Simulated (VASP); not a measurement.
Output of a VASP run:

### OSZICAR
```
       N       E                     dE             d eps       ncg     rms          rms(c)
DAV:   1    -0.118637066329E+02   -0.11864E+02   -0.97219E-04   772   0.514E-01    0.679E-03
DAV:   2    -0.118637044994E+02    0.21335E-05   -0.82478E-06   885   0.237E-02    0.233E-03
DAV:   3    -0.118637037440E+02    0.75545E-06   -0.18678E-06   733   0.733E-03    0.140E-03
DAV:   4    -0.118637032518E+02    0.49213E-06   -0.50452E-07   668   0.446E-03
   1 F= -.11863703E+02 E0= -.11863703E+02  d E =-.100520E-10
```

File OUTCAR:
```
------------------------ aborting loop because EDIFF is reached ----------------------------------------
  FORCE on cell =-STRESS in cart. coord.  units (eV):
  Direction    XX          YY          ZZ          XY          YZ          ZX
  --------------------------------------------------------------------------------------
  Total       -0.0328435     -0.0328435     -0.0344558     -0.0000000      0.0000000      0.0000000
  in kB       -0.1897547     -0.1897547     -0.1990696     -0.0000000      0.0000000      0.0000000
  external PRESSURE =      -0.1928596 kB  Pullay stress =       0.0000000 kB
  volume of cell :      277.31
      direct lattice vectors                 reciprocal lattice vectors
     3.869280429  0.000000000  0.000000000     0.258445987  0.149213853  0.000000000
    -1.934640214  3.350895304  0.000000000     0.000000000  0.298427706  0.000000000
     0.000000000  0.000000000 21.388316664     0.000000000  0.000000000  0.046754498
 POSITION                                       TOTAL-FORCE (eV/Angst)
 -----------------------------------------------------------------------------------
      1.93464      1.11696      9.09781         0.000000      0.000000      0.001202
     -0.00000      2.23393     12.29051        -0.000000      0.000000     -0.001202
      0.00000      0.00000     10.69416        -0.000000      0.000000      0.000000
 -----------------------------------------------------------------------------------
    total drift:                               -0.000000     -0.000000      0.000000
  FREE ENERGIE OF THE ION-ELECTRON SYSTEM (eV)
  ---------------------------------------------------
  free  energy   TOTEN  =       -11.8637032518 eV

  energy  without entropy=      -11.8637032518  energy(sigma->0) =      -11.86370325

 total charge

# of ion       s       p       d       tot
------------------------------------------
    1        1.483   2.297   0.023   3.804
    2        1.483   2.297   0.023   3.804
    3        1.060   0.984  10.084  12.129
--------------------------------------------------
tot          4.026   5.579  10.131  19.736
```
(Selected blocks of OUTCAR.)

**POSCAR**
```
SnSe2 monolayer
1
    3.8692804286     0.0000000000    -0.0000000000
   -1.9346402143     3.3508953043     0.0000000000
   -0.0000000000    -0.0000000000    21.3883166644
Se Sn
2 1
Direct
  0.6666670000   0.3333330000   0.4253635176
  0.3333330000   0.6666670000   0.5746364824
  0.0000000000   0.0000000000   0.5000000000
```

Problem. Write an INCAR and KPOINTS that could have produced this output.

Solution. Several could match; the one computed here: the input of the run itself, PBE GGA, plane waves, VASP's PBE PAW potentials (set 64).

INCAR:
```
SYSTEM = SnSe2 monolayer
PREC = Normal
ENCUT = 400
EDIFF = 1E-6
NELM = 100
ALGO = Normal
LREAL = .FALSE.
LASPH = .TRUE.
ISMEAR = 0
SIGMA = 0.05
GGA = PE
LMAXMIX = 4
LWAVE = .TRUE.
LCHARG = .FALSE.
NELMIN = 4
LVHAR = .TRUE.
LORBIT = 11
```

**KPOINTS**
```
Automatic mesh
0
Gamma
12 12 1
0 0 0
```

POTCAR, in this order: Se Sn_d (PBE.64 set). Program: vasp_std. Read from the step before: WAVECAR.

The cell is a sheet with vacuum, built from SnSe2 (1T layered).
